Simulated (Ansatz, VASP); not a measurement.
# Ti2Mo3 in two plane-wave programs, part 2 of 2

Aim: how closely do two programs agree when they are given the same cell, functional and k mesh?  The structure shown is the end of the VASP relaxation below.

VASP 6.6.1 and Ansatz 0.2.0.

So far: Set-up; VASP: relaxation, PBEsol.

## Step 3: Ansatz: single point, PBEsol

Level of this step: Ansatz beside VASP: Kohn-Sham DFT, plane waves, PBEsol (Ansatz).

Ansatz runs on its default PAW (the set named soft_2) files.

The same cell, functional, mesh and smearing now go to Ansatz, which takes its cutoff from its data sets.

The input, input.yaml:

```yaml
crystal:
  lattice:
    - [2.84799363, 0.0, 0.0]
    - [-1.06465276, 2.64151135, 0.0]
    - [0.0, 0.0, 23.50144301]
  atoms:
    - { symbol: Mo, position: [0.0, 0.0, 0.31912934] }
    - { symbol: Mo, position: [0.0, 0.0, 0.49714216] }
    - { symbol: Mo, position: [0.0, 0.0, 0.6701071] }
    - { symbol: Ti, position: [0.5, 0.5, 0.40956467] }
    - { symbol: Ti, position: [0.5, 0.5, 0.58603074] }
hamiltonian:
  xc: pbesol
  pseudopotentials: { kind: paw }
kpoints:
  mp_grid: { grid: [7, 7, 1] }
scf:
  occupations: { method: methfessel_paxton, width: 0.1 }
  n_extra_bands: 5
efield:
  axis: 3
  dipole_correction: true
  ramp_width: 0.04
output:
  forces: true
  eigenvalues: true
  write_density: true
  write_potential: true
  elf: true
  volumetric_format: npy
```

Started as:

```console
> ansatz run input.yaml --threads 2 --pin off --max-ram 4608MiB --backend cpu --events-out ev --progress --plain --runs-dir out
```

Numbers of over 12 decimals in the logs are rounded to 6 here.

The log of the run:

```text
scf.n_extra_bands = 5 over 33 filled bands (N_el = 66.0): the run solves 38 bands
Engine: ansatz 0.2.0, x86_64-unknown-linux-gnu
Pseudopotentials: kind: paw
Pseudopotential: Mo, paw, valence charge 14, recommended cutoff 420 eV (normal), Mo.paw.azcp
Pseudopotential: Ti, paw, valence charge 12, recommended cutoff 420 eV (normal), Ti.paw.azcp
Functional definition: PBEsol
  exchange = pbesol_x
  correlation = pbesol_c
Crystal: 5 atoms, lattice volume = 176.802 Å³
Basis set: ecut = 420 eV, 3437 PW (Γ), exchange–correlation on 40×40×320 points (8 copies of the dense FFT grid, shifted against one another)
Bands: 38, of which v1, the nominal top of the filled ones, is band 33 counted from 1 (32 counted from 0)
Symmetry: 4 space group operations
Space group: Cmm2 (ITA 35), of the structure as read, at distance tolerance 5.6e-5 Å
k-points: 16 of 49
Non-local potential: Mo, projectors of the file, l = 0: 3, l = 1: 2, l = 2: 2, l = 3: 1
Non-local potential: Ti, projectors of the file, l = 0: 3, l = 1: 2, l = 2: 3, l = 3: 1
PAW form: soft (Blöchl's): semilocal exchange-correlation on the pseudo side does not see the compensation charge
PAW frozen core: Mo, regenerated for the run's functional, and the local potential with it (the file was generated under x = pbe(κ = 0.804, μ = 0.219515), c = pbe(β = 0.066725))
PAW frozen core: Ti, regenerated for the run's functional, and the local potential with it (the file was generated under x = pbe(κ = 0.804, μ = 0.219515), c = pbe(β = 0.066725))
PAW one-centre angular grid: Mo, 590 points (default); XC on 64 Gauss nodes
PAW one-centre angular grid: Ti, 590 points (default); XC on 64 Gauss nodes
Initial density: superposition of atomic densities (neutral atoms: chi_scale 0, normalization atom), corrected by the library's trained network
Initial wavefunctions: pseudopotential atomic-orbital guess
Functional: x = pbesol(κ = 0.804, μ = 0.123457), c = pbesol(β = 0.046)
SCF iter   1: F=—  HF=-19637.671200 eV  |F-HF|=—  |Δ(HF+E_count)|=         —  Δρ=1.59e-2  dr2=6.60e0  ethr=1.77e-3  p=0.007 e·Å  D=7.13e-3 V/Å  ΔV_dip=-0.17 eV  dr2_dipole=1.15e-1  V_vac-E_F(+/−)=5.15/5.32 eV  ⟨swp⟩=8.6  Hψ=2997  notcnv=0
efield: sawtooth ramp at fractional position 0.9746 (placed from the atoms, in the widest stretch of the axis that holds none; the zero of the levels goes with the place), width 0.0400; the density the first Hamiltonian is built on has a dipole p = 0.007 e·Å; the dipole correction subtracts the counter field D = 7.13e-3 V/Å, which shifts the + side's vacuum level by -0.17 eV against the − side's; the planar-averaged density in the ramp window peaks in size at 5.2e-5 e/Å³
preconditioner: auto → LDOS  [metal: Δε(μ)=0.053 eV  Ē_g=3.029 eV  σ=0.100 eV  W_gap=0.42  n_scr=16 (ndim 8)  ℏωp=14.2 eV  f_vac=0.484  D(μ)=7.08/eV (n_scr^D=62)  β→1.0]
SCF iter   2: F=—  HF=-19637.564178 eV  |F-HF|=—  |Δ(HF+E_count)|=   1.07e-1  S|Δr|=    0.00e0  Δρ=8.16e-3  dr2=5.96e-1  ethr=1.77e-3  p=0.001 e·Å  D=1.21e-3 V/Å  ΔV_dip=-0.03 eV  dr2_dipole=1.15e-1  V_vac-E_F(+/−)=4.87/4.89 eV  ⟨swp⟩=2.6  Hψ=860  notcnv=0  defer=7
SCF iter   3: F=—  HF=-19637.539062 eV  |F-HF|=—  |Δ(HF+E_count)|=   2.51e-2  S|Δr|=    0.00e0  Δρ=1.53e-3  dr2=3.00e-2  ethr=9.03e-4  p=0.001 e·Å  D=1.22e-3 V/Å  ΔV_dip=-0.03 eV  dr2_dipole=7.61e-3  V_vac-E_F(+/−)=4.90/4.93 eV  ⟨swp⟩=2.2  Hψ=711  notcnv=0  defer=7
SCF iter   4: F=—  HF=-19637.539360 eV  |F-HF|=—  |Δ(HF+E_count)|=   2.98e-4  S|Δr|=    0.00e0  Δρ=5.47e-4  dr2=2.68e-3  ethr=4.54e-5  p=0.001 e·Å  D=1.53e-3 V/Å  ΔV_dip=-0.04 eV  dr2_dipole=2.44e-5  V_vac-E_F(+/−)=4.90/4.93 eV  ⟨swp⟩=1.6  Hψ=634  notcnv=0  defer=7
SCF iter   5: F=—  HF=-19637.539272 eV  |F-HF|=—  |Δ(HF+E_count)|=   8.75e-5  S|Δr|=    0.00e0  Δρ=2.68e-4  dr2=7.80e-4  ethr=4.06e-6  p=0.002 e·Å  D=1.70e-3 V/Å  ΔV_dip=-0.04 eV  dr2_dipole=4.39e-5  V_vac-E_F(+/−)=4.90/4.94 eV  ⟨swp⟩=2.1  Hψ=804  notcnv=0  defer=7
SCF iter   6: F=—  HF=-19637.539247 eV  |F-HF|=—  |Δ(HF+E_count)|=   2.51e-5  S|Δr|=    0.00e0  Δρ=5.84e-5  dr2=8.46e-6  ethr=1.18e-6  p=0.002 e·Å  D=1.58e-3 V/Å  ΔV_dip=-0.04 eV  dr2_dipole=2.91e-8  V_vac-E_F(+/−)=4.90/4.94 eV  ⟨swp⟩=2.0  Hψ=709  notcnv=0  defer=7
SCF iter   7: F=—  HF=-19637.539241 eV  |F-HF|=—  |Δ(HF+E_count)|=   6.33e-6  S|Δr|=    0.00e0  Δρ=2.55e-5  dr2=2.61e-6  ethr=1.28e-8  p=0.002 e·Å  D=1.57e-3 V/Å  ΔV_dip=-0.04 eV  dr2_dipole=2.22e-8  V_vac-E_F(+/−)=4.90/4.94 eV  ⟨swp⟩=3.1  Hψ=950  notcnv=0  defer=7
SCF iter   8: F=—  HF=-19637.539242 eV  |F-HF|=—  |Δ(HF+E_count)|=   5.69e-7  S|Δr|=    0.00e0  Δρ=9.22e-6  dr2=4.69e-7  ethr=3.96e-9  p=0.001 e·Å  D=1.53e-3 V/Å  ΔV_dip=-0.04 eV  dr2_dipole=4.73e-11  V_vac-E_F(+/−)=4.90/4.94 eV  ⟨swp⟩=2.0  Hψ=805  notcnv=0  defer=7
SCF iter   9: F=-19637.539242 eV  HF=-19637.539242 eV  |F-HF|=2.41e-8  |Δ(HF+E_count)|=   1.24e-7  S|Δr|=    0.00e0  Δρ=2.48e-6  dr2=2.00e-8  ethr=1.52e-10  p=0.001 e·Å  D=1.52e-3 V/Å  ΔV_dip=-0.04 eV  dr2_dipole=2.87e-10  V_vac-E_F(+/−)=4.90/4.94 eV  ⟨swp⟩=17.7  Hψ=5107  notcnv=0
SCF 1 converged in 9 iterations: F = -19637.539242 eV  dr2 = 2.00e-8
  greatest PAW one-centre occupation: 0.999 electrons in one spin orbital (limit 2), on the Ti atom at site 3 (counted from 0), in its partial waves of l = 0
WARN: The output density's exchange-correlation potential varies sharply where the density is thin. Do not read a vacuum level from v_tot or v_xc, or from such a field of the output density. On a cell that repeats whose density bears no net charge and no dipole along the vacuum's axis use v_es (v_loc + v_h of the components); under efield.dipole_correction with no amplitude use v_es + v_field, which holds any externa [...]
SCF converged after 9 iterations
Stability not checked: this state was not tested for a lower state beside it, because cold or Methfessel-Paxton smearing, or corrected tetrahedra, fill the levels in a way that the test cannot read (fill_not_monotonic; see scf.lower_state_search)
Free energy (F): -19637.539242 eV
Harris-Foulkes:  -19637.539242 eV  (|F-HF|=2.41e-8)
Internal energy: -19637.545770 eV  (E = F + TS)
E sigma→0 (E₀):  -19637.540874 eV
Entropy (-TS):   0.006528 eV (1.306 meV/atom)
Fermi energy:    5.338251 eV
Dipole field:    D = 0.001499 V/Å  (p = 0.001464 e·Å, saw-weighted, corrected)
Work function:   Φ+ = 4.9025 eV   Φ− = 4.9378 eV
Levels:          The Fermi level and band energies are counted from a zero that moves with the ramp; work functions are not
--- Per-component energies (eV) ---
  E_band       = -1286.583100
  E_kinetic    = 1865.713582
  E_local      = -68209.937674  (includes V_loc(G=0)·N_el)
  E_nonlocal   = 456.483467
  E_hartree    = 33151.774494
  E_xc         = -737.035696
  E_vxc        = -923.708148  (∫ρ·V_xc dr)
  E_paw        = -11477.841103  (= ΣΔE_a)
  E_vpaw       = -778.679244  (= ΣTr[D̂ρ^β])
  E_aug_tail   = 0.000351  (compensation charges beyond the density's cutoff)
  E_efield     = 0.000001  (sawtooth field / dipole correction)
  E_vefield    = -0.003930  (∫n·V_field dr)
  E_ewald      = 25312.390142
  E_core_change = 0.906667  (= ΣΔE_core)
  E_smearing   = 0.006528  (= −TS)
  E_closure    = -0.000000  (closes the sum)
  Σ components = -19637.539242   (vs F -19637.539242, Δ=0.00e0)
--- Forces (eV/Å), atoms counted from 1 ---
  atom   1  Mo     0.00000000     0.00000000     0.56451308
  atom   2  Mo    -0.00000000     0.00000000     0.02258293
  atom   3  Mo     0.00000000    -0.00000000     0.19936898
  atom   4  Ti     0.00000000     0.00000000    -0.69895315
  atom   5  Ti    -0.00000000     0.00000000    -0.08754596
  max |Σ_I F_I| component: 3.41e-5 eV/Å
--- Band table (eV; the first three rows and the last of 16) ---
  k-point 0: bands = [... 29 lower, 4.9899, 5.0255, 5.4134, 5.8949, 5.9480, 6.0824, 6.5168, 6.5504, ... 1 higher]
  k-point 1: bands = [... 29 lower, 4.6263, 4.8803, 5.3381, 5.4523, 5.6602, 5.9874, 6.3914, 6.4810, ... 1 higher]
  k-point 2: bands = [... 29 lower, 4.5677, 4.7336, 4.8026, 4.8624, 5.1462, 5.6111, 6.9435, 7.1128, ... 1 higher]
  k-point 15: bands = [... 29 lower, 4.6530, 4.9093, 5.6249, 6.4545, 6.6891, 7.0358, 7.3231, 8.0052, ... 1 higher]
```

It took 4.2 s on 2 threads of AMD EPYC 9R14 (Zen 4), shared host; peak memory 0.5 GiB; 8 s of CPU time.

In the SCF lines HF is the Harris–Foulkes energy and dr2 the Hartree energy of the density residual, in eV; the loop may stop once dr2 is under the threshold and the program's other checks hold. Hψ counts applications of the Hamiltonian.

## Step 4: Comparison

Known differences besides the PAW data sets themselves: the data sets hold 66 valence electrons in Ansatz (default PAW (the set named soft_2) files) and 26 in VASP; the cutoff is 420 eV in Ansatz and 300 eV in VASP (PREC = Normal); Ansatz makes its cores anew for this functional, VASP keeps those of its PBE data sets; VASP leaves aspherical gradient terms in its spheres out (LASPH is not set), Ansatz keeps them. Total energies have different zeros and are not compared.

Forces (eV/Å; atoms numbered as in POSCAR):

```csv
atom,"Ansatz x, y, z","VASP x, y, z"
Mo1,"0.000, 0.000, 0.565","0.000, 0.000, 0.713"
Mo2,"0.000, 0.000, 0.023","0.000, 0.000, 0.007"
Mo3,"0.000, 0.000, 0.199","0.000, 0.000, -0.010"
Ti4,"0.000, 0.000, -0.699","0.000, 0.000, -0.711"
Ti5,"0.000, 0.000, -0.088","0.000, 0.000, 0.001"
```

The forces differ by 70 meV/Å r.m.s., which is 27.1 % of the r.m.s. force of 0.26 eV/Å (both taken over all components, held atoms included).

## Step 5: What moves the difference

The difference is large enough to ask for its cause, so further runs change the set-up of one program at a time, as the table lists.

```csv
run,r.m.s. force difference (% of the r.m.s. force)
as above,27
"cores kept as stored, as VASP does, whose cores stay as stored",27
Ansatz's larger PAW set (cutoff 910 eV),27
norm-conserving potentials (cutoff 1143 eV),28
```

## Step 6: VASP: band structure, PBEsol

Levels along a path test the potential and the projectors away from the mesh points.

The input, INCAR:

```
SYSTEM = Ti2Mo3
PREC = Normal
ENCUT = 300
EDIFF = 1E-06
NELM = 120
ISMEAR = 1
SIGMA = 0.1
LREAL = .FALSE.
ALGO = Fast
GGA = PS
NBANDS = 28
LORBIT = 11
LWAVE = .TRUE.
LCHARG = .TRUE.
IDIPOL = 3
LDIPOL = .TRUE.
DIPOL = 0.5 0.5 0.496
LVHAR = .TRUE.
LVACPOTAV = .TRUE.
LELF = .TRUE.
NEDOS = 1500
```

The input, POSCAR:

```
Ti2Mo3
1.0
    2.8479936316      0.0000000000      0.0000000000
   -1.0646527624      2.6415113517      0.0000000000
    0.0000000000      0.0000000000     23.5014430068
Mo Ti
3 2
Direct
    0.0000000000      0.0000000000      0.3191293400
    0.0000000000      0.0000000000      0.4971421581
    0.0000000000      0.0000000000      0.6701070984
    0.5000000000      0.5000000000      0.4095646700
    0.5000000000      0.5000000000      0.5860307397
```

The input, KPOINTS:

```
Automatic mesh
0
Gamma
7 7 1
0 0 0
```

The input, KPOINTS_OPT:

```
Line mode
14
Line-mode
Reciprocal
  0.00000000   0.00000000   0.00000000 GAMMA
 -0.36394723  -0.36394723   0.00000000 X

 -0.36394723  -0.36394723   0.00000000 X
  0.36394723  -0.63605277   0.00000000 A1

  0.36394723  -0.63605277   0.00000000 A1
  0.50000000  -0.50000000   0.00000000 Y

  0.50000000  -0.50000000   0.00000000 Y
  0.00000000   0.00000000   0.00000000 GAMMA
```

PAW data sets: Mo and Ti (PBE family, release 64).

Started as:

```console
> mpirun -np 2 vasp_std
```

The log of the run:

```text
[banner, memory and clock lines left out]
running    2 mpi-ranks, on    1 nodes
[...]
[... a notice as in an earlier step ...]

 LDA part: xc-table for (Slater+PW92), standard interpolation
 POSCAR, INCAR and KPOINTS ok, starting setup
[...]
entering main loop
       N       E                     dE             d eps       ncg     rms          rms(c)
DAV:   1     0.897372466661E+02    0.89737E+02   -0.68760E+03   896   0.490E+02
DAV:   2    -0.411012071334E+02   -0.13084E+03   -0.11706E+03  1044   0.135E+02
DAV:   3    -0.548814938023E+02   -0.13780E+02   -0.12793E+02  1252   0.446E+01
DAV:   4    -0.554587722123E+02   -0.57728E+00   -0.56416E+00  1144   0.989E+00
[...]
RMM:  31    -0.492898721088E+02   -0.10323E-04   -0.64138E-07   708   0.295E-03    0.533E-03
RMM:  32    -0.492898735248E+02   -0.14160E-05   -0.19980E-07   597   0.237E-03    0.259E-03
RMM:  33    -0.492898740477E+02   -0.52288E-06   -0.65999E-08   501   0.112E-03
|                                                                             |
[...]
1 F= -.49289874E+02 E0= -.49292069E+02  d E =0.658614E-02
 Start KPOINTS_OPT (optional k-point list driver)
k-point batch [1-16\56]
       N       E                     dE             ncg
DAV:   1     0.105775345075E+04   -0.68040E+04      896
DAV:   2    -0.733393683236E+03   -0.17911E+04     1056
DAV:   3    -0.942383203362E+03   -0.20899E+03     1276
DAV:   4    -0.950657427731E+03   -0.82742E+01     1068
DAV:   5    -0.950876210713E+03   -0.21878E+00     1124
DAV:   6    -0.950880667648E+03   -0.44569E-02     1140
DAV:   7    -0.950880815542E+03   -0.14789E-03     1160
DAV:   8    -0.950880818536E+03   -0.29938E-05      988
DAV:   9    -0.950880818610E+03   -0.74432E-07      712
[...]
k-point batch [49-56\56]
       N       E                     dE             ncg
DAV:   1     0.675100749986E+04   -0.71925E+03      448
DAV:   2     0.592352176431E+04   -0.82749E+03      472
DAV:   3     0.581174234937E+04   -0.11178E+03      784
DAV:   4     0.580471827757E+04   -0.70241E+01      536
DAV:   5     0.580453683518E+04   -0.18144E+00      612
DAV:   6     0.580453222667E+04   -0.46085E-02      640
DAV:   7     0.580453216049E+04   -0.66183E-04      636
DAV:   8     0.580453215868E+04   -0.18109E-05      608
DAV:   9     0.580453215864E+04   -0.39399E-07      364
 writing wavefunctions
```

From OUTCAR (step 6):

```text
  Total       -8.7644922     -8.6780423     -1.6989690      0.1072454      0.0000000      0.0000000
  in kB      -79.4239195    -78.6405101    -15.3960749      0.9718590      0.0000000      0.0000000
  external PRESSURE =     -57.8201682 kB  Pullay stress =       0.0000000 kB

 POSITION                                       TOTAL-FORCE (eV/Angst)
 -----------------------------------------------------------------------------------
      0.00000      0.00000      7.50000         0.000000      0.000000      0.711101
      0.00000      0.00000     11.68356         0.000000      0.000000      0.009558
      0.00000      0.00000     15.74848         0.000000      0.000000     -0.006243
      0.89167      1.32076      9.62536        -0.000000      0.000000     -0.711652
      0.89167      1.32076     13.77257        -0.000000      0.000000     -0.002764
 -----------------------------------------------------------------------------------
    total drift:                                0.000000      0.000000      0.000643

  FREE ENERGIE OF THE ION-ELECTRON SYSTEM (eV)
  ---------------------------------------------------
  free  energy   TOTEN  =       -49.2898740477 eV

  energy  without entropy=      -49.2964601920  energy(sigma->0) =      -49.29206943

[... 1 part as in an earlier step ...]

[... 2 further parts left out ...]
[key lines of the parts left out:]
E-fermi :  -0.4900
```

## Step 7: Ansatz: band structure, PBEsol

The same cell, functional, mesh and smearing now go to Ansatz, which takes its cutoff from its data sets.

The input, input.yaml:

```yaml
crystal:
  lattice:
    - [2.8479936316, 0.0, 0.0]
    - [-1.0646527624, 2.6415113517, 0.0]
    - [0.0, 0.0, 23.5014430068]
  atoms:
    - { symbol: Mo, position: [0.0, 0.0, 0.31912934] }
    - { symbol: Mo, position: [0.0, 0.0, 0.4971421581] }
    - { symbol: Mo, position: [0.0, 0.0, 0.6701070984] }
    - { symbol: Ti, position: [0.5, 0.5, 0.40956467] }
    - { symbol: Ti, position: [0.5, 0.5, 0.5860307397] }
hamiltonian:
  xc: pbesol
  pseudopotentials: { kind: paw }
kpoints:
  mp_grid: { grid: [7, 7, 1] }
  band_path:
    path:
      - [0.0, 0.0, 0.0]
      - [-0.028, -0.028, 0.0]
      - [-0.08399, -0.08399, 0.0]
      - [-0.13998, -0.13998, 0.0]
      - [-0.19597, -0.19597, 0.0]
      - [-0.25196, -0.25196, 0.0]
      - [-0.30796, -0.30796, 0.0]
      - [-0.36395, -0.36395, 0.0]
      - [-0.30796, -0.38488, 0.0]
      - [-0.19597, -0.42674, 0.0]
      - [-0.13998, -0.44767, 0.0]
      - [-0.028, -0.48953, 0.0]
      - [0.08399, -0.5314, 0.0]
      - [0.19597, -0.57326, 0.0]
      - [0.30796, -0.61512, 0.0]
      - [0.36395, -0.63605, 0.0]
      - [0.38488, -0.61512, 0.0]
      - [0.40581, -0.59419, 0.0]
      - [0.42674, -0.57326, 0.0]
      - [0.44767, -0.55233, 0.0]
      - [0.45814, -0.54186, 0.0]
      - [0.47907, -0.52093, 0.0]
      - [0.5, -0.5, 0.0]
      - [0.46154, -0.46154, 0.0]
      - [0.38462, -0.38462, 0.0]
      - [0.30769, -0.30769, 0.0]
      - [0.23077, -0.23077, 0.0]
      - [0.15385, -0.15385, 0.0]
      - [0.07692, -0.07692, 0.0]
      - [0.0, 0.0, 0.0]
    npoints: 1
scf:
  occupations: { method: methfessel_paxton, width: 0.1 }
  n_extra_bands: 8
efield:
  axis: 3
  dipole_correction: true
  ramp_width: 0.04
output:
  forces: true
  eigenvalues: true
  write_density: true
  write_potential: true
  elf: true
  volumetric_format: npy
```

Started as:

```console
> ansatz run input.yaml --threads 2 --pin off --max-ram 4608MiB --backend cpu --events-out ev --progress --plain --runs-dir out
```

The log of the run:

```text
[...]
Crystal: 5 atoms, lattice volume = 176.802 Å³
Basis set: ecut = 420 eV, 3437 PW (Γ), exchange–correlation on 40×40×320 points (8 copies of the dense FFT grid, shifted against one another)
Bands: 41, of which v1, the nominal top of the filled ones, is band 33 counted from 1 (32 counted from 0)
Symmetry: 4 space group operations
[...]
k-point 0: bands = [... 29 lower, 4.9899, 5.0255, 5.4134, 5.8949, 5.9480, 6.0824, 6.5168, 6.5504, ... 4 higher]
  k-point 1: bands = [... 29 lower, 4.6264, 4.8803, 5.3381, 5.4524, 5.6602, 5.9874, 6.3914, 6.4810, ... 4 higher]
  k-point 2: bands = [... 29 lower, 4.5677, 4.7336, 4.8026, 4.8624, 5.1462, 5.6111, 6.9435, 7.1128, ... 4 higher]
  k-point 15: bands = [... 29 lower, 4.6530, 4.9093, 5.6249, 6.4545, 6.6891, 7.0358, 7.3231, 8.0052, ... 4 higher]
[key lines of the parts left out:]
SCF converged after 9 iterations
Free energy (F): -19637.539242 eV
Fermi energy:    5.338256 eV
Dipole field:    D = 0.001488 V/Å  (p = 0.001454 e·Å, saw-weighted, corrected)
Work function:   Φ+ = 4.9027 eV   Φ− = 4.9377 eV
```

Wall time 6.9 s (2 threads); peak memory 0.56 GiB; 13 s of CPU time.

## Step 8: Comparison

The two programs side by side:

```csv
quantity,Ansatz,VASP,difference
"work function, lower of the two faces (eV)",4.90,4.92,-0.02
"work function, higher of the two faces (eV)",4.94,4.96,-0.02
```

Forces (eV/Å; atoms numbered as in POSCAR):

```csv
atom,"Ansatz x, y, z","VASP x, y, z"
Mo1,"0.000, 0.000, 0.565","0.000, 0.000, 0.711"
Mo2,"0.000, 0.000, 0.023","0.000, 0.000, 0.010"
Mo3,"0.000, 0.000, 0.199","0.000, 0.000, -0.006"
Ti4,"0.000, 0.000, -0.699","0.000, 0.000, -0.712"
Ti5,"0.000, 0.000, -0.088","0.000, 0.000, -0.003"
```

The forces differ by 69 meV/Å r.m.s., which is 26.5 % of the r.m.s. force of 0.26 eV/Å (both taken over all components). Levels from 3 eV below to 2 eV above the Fermi level differ by 9 meV r.m.s. and 35 meV at most; each VASP level is matched to the nearest of Ansatz, which flatters the figure a little.

## Step 9: What moves the difference

The difference is large enough to ask for its cause, so further runs change the set-up of one program at a time, as the table lists.

```csv
run,r.m.s. force difference (% of the r.m.s. force)
as above,27
"cores kept as stored, as VASP does, whose cores stay as stored",27
Ansatz's larger PAW set (cutoff 910 eV),27
norm-conserving potentials (cutoff 1143 eV),28
```

## Step 10: Outcome

```yaml
r_m_s_force_difference_single_point_pbesol: 27 % of the r.m.s. force
r_m_s_force_difference_band_structure_pbesol: 27 % of the r.m.s. force
```

**Reading.** The r.m.s. force difference is 27 % of the r.m.s. force (single point, PBEsol), beyond the 3 % picked in this series as the mark of a large difference. For single point, PBEsol: no further run halves the r.m.s. force difference; only Ansatz's side was varied, and Ansatz's runs with other potentials lie closer to each other than to VASP, which for this quantity points to VASP's side; this was not tested here. For band structure, PBEsol: no further run halves the r.m.s. force difference; only Ansatz's side was varied, and Ansatz's runs with other potentials lie closer to each other than to VASP, which for this quantity points to VASP's side; this was not tested here. Differences of this kind measure data sets and numerical settings, not the functional's error against experiment.

[Lines on the potential files, build, host, timing and source positions are cut from VASP's logs without a mark.]

[Logs are printed without paths, hosts, clocks, repeated set-up lines and the standing remarks that a program may print on its own settings, such as how far it seeks lower states.]

[Hosts, paths, dates, database ids (printed as entryN), source tags and the programs' standing remarks are cut or masked in the printed files.]
